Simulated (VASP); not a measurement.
These are PBE GGA, VASP's PBE PAW potentials (set 64) (plane waves; VASP) values and carry that method's errors.

The input files of a VASP run:

**KPOINTS**
```
kpoints
0
gamma
 8 8 8
0 0 0
```

File POSCAR:
```
CdTe
1
   -0.0000000000     3.3040962557     3.3040962557
    3.3040962557    -0.0000000000     3.3040962557
    3.3040962557     3.3040962557     0.0000000000
Cd Te
1 1
Direct
  1.0000000000   0.0000000000   0.0000000000
  0.2500000000   0.2500000000   0.2500000000
```

INCAR:
```
# general
SYSTEM  = CdTe
PREC    = Accurate
ENCUT   = 400
LREAL   = .FALSE.
LASPH   = .TRUE.

# electronic loop
EDIFF   = 1E-7
NELM    = 100
ALGO    = Normal
LMAXMIX = 4

# smearing
ISMEAR  = -5

# functional
GGA     = PE

# ions
ISIF    = 2

# output
LWAVE   = .FALSE.
LCHARG  = .TRUE.
LORBIT  = 11
NEDOS   = 601
```

POTCAR, in this order: Cd Te (PBE.64 set). Program: vasp_std.

Output

OSZICAR:
```
       N       E                     dE             d eps       ncg     rms          rms(c)
DAV:   1     0.888995654928E+02    0.88900E+02   -0.72707E+03   762   0.963E+02
DAV:   2    -0.157377661899E+01   -0.90473E+02   -0.88036E+02   874   0.252E+02
DAV:   3    -0.501003944955E+01   -0.34363E+01   -0.34312E+01   874   0.522E+01
DAV:   4    -0.504458555310E+01   -0.34546E-01   -0.34544E-01  1071   0.445E+00
DAV:   5    -0.504467870881E+01   -0.93156E-04   -0.93155E-04   919   0.218E-01    0.520E+00
DAV:   6    -0.482360550401E+01    0.22107E+00   -0.46369E-01   839   0.855E+00    0.428E+00
DAV:   7    -0.480837756887E+01    0.15228E-01   -0.11624E-01   859   0.246E+00    0.167E+00
DAV:   8    -0.480912795770E+01   -0.75039E-03   -0.99668E-03   779   0.136E+00    0.480E-01
DAV:   9    -0.480946284884E+01   -0.33489E-03   -0.99427E-04   849   0.354E-01    0.103E-01
DAV:  10    -0.480952960570E+01   -0.66757E-04   -0.12472E-04   839   0.116E-01    0.513E-02
DAV:  11    -0.480957417972E+01   -0.44574E-04   -0.85398E-05   777   0.631E-02    0.346E-02
DAV:  12    -0.480957317850E+01    0.10012E-05   -0.32071E-06   908   0.156E-02    0.196E-02
DAV:  13    -0.480957304601E+01    0.13249E-06   -0.58030E-07   819   0.411E-03    0.124E-02
DAV:  14    -0.480957308933E+01   -0.43317E-07   -0.99642E-07   799   0.663E-03
   1 F= -.48095731E+01 E0= -.48095731E+01  d E =0.000000E+00
```

**OUTCAR**
```
------------------------ aborting loop because EDIFF is reached ----------------------------------------
  FORCE on cell =-STRESS in cart. coord.  units (eV):
  Direction    XX          YY          ZZ          XY          YZ          ZX
  --------------------------------------------------------------------------------------
  Total       -0.0111026     -0.0111026     -0.0111026      0.0000000      0.0000000      0.0000000
  in kB       -0.2465734     -0.2465734     -0.2465734      0.0000000      0.0000000      0.0000000
  external PRESSURE =      -0.2465734 kB  Pullay stress =       0.0000000 kB
  volume of cell :       72.14
      direct lattice vectors                 reciprocal lattice vectors
     0.000000000  3.304096256  3.304096256    -0.151327310  0.151327310  0.151327310
     3.304096256  0.000000000  3.304096256     0.151327310 -0.151327310  0.151327310
     3.304096256  3.304096256  0.000000000     0.151327310  0.151327310 -0.151327310
  FREE ENERGIE OF THE ION-ELECTRON SYSTEM (eV)
  ---------------------------------------------------
  free  energy   TOTEN  =        -4.8095730893 eV

  energy  without entropy=       -4.8095730893  energy(sigma->0) =       -4.80957309

 total charge

# of ion       s       p       d       tot
------------------------------------------
    1        0.463   0.286   9.529  10.278
    2        1.353   2.034   0.018   3.405
--------------------------------------------------
tot          1.816   2.320   9.547  13.683
```
(Selected blocks of OUTCAR.)

### OUTCAR
```
 val. band max:        1.8361771818   @ k =   0.0000   0.0000   0.0000

 cond. band min:       2.4306624986   @ k =   0.0000   0.0000   0.0000


 Fermi energy:         1.8526445533

 k-point     1 :       0.0000    0.0000    0.0000
  band No.  band energies     occupation
      1      -9.0212      2.00000
      2      -6.2652      2.00000
      3      -6.2652      2.00000
      4      -6.2652      2.00000
      5      -6.0450      2.00000
      6      -6.0450      2.00000
      7       1.8362      2.00000
      8       1.8362      2.00000
      9       1.8362      2.00000
     10       2.4307      0.00000
     11       6.4725      0.00000
     12       6.4725      0.00000
     13       6.4725      0.00000

 k-point     2 :       0.1250    0.0000    0.0000
  band No.  band energies     occupation
      1      -8.9704      2.00000
      2      -6.2554      2.00000
      3      -6.2554      2.00000
      4      -6.2221      2.00000
      5      -6.0454      2.00000
      6      -6.0454      2.00000
      7       0.6491      2.00000
      8       1.7150      2.00000
      9       1.7150      2.00000
     10       3.3282      0.00000
     11       6.4289      0.00000
     12       6.6673      0.00000
     13       6.6673      0.00000

 k-point     3 :       0.2500    0.0000    0.0000
  band No.  band energies     occupation
      1      -8.8477      2.00000
      2      -6.2347      2.00000
      3      -6.2347      2.00000
      4      -6.0837      2.00000
      5      -6.0449      2.00000
      6      -6.0449      2.00000
      7      -0.7411      2.00000
      8       1.4554      2.00000
      9       1.4554      2.00000
     10       3.7222      0.00000
     11       6.9869      0.00000
     12       6.9869      0.00000
     13       7.0954      0.00000

 k-point     4 :       0.3750    0.0000    0.0000
  band No.  band energies     occupation
      1      -8.7264      2.00000
      2      -6.2172      2.00000
      3      -6.2172      2.00000
...
```

Unless said otherwise, spin-orbit coupling is left out, though it shifts the bands of the heavy elements here.

The compound is CdTe in the zinc blende structure. It was relaxed first, which changed the volume by +6 %.
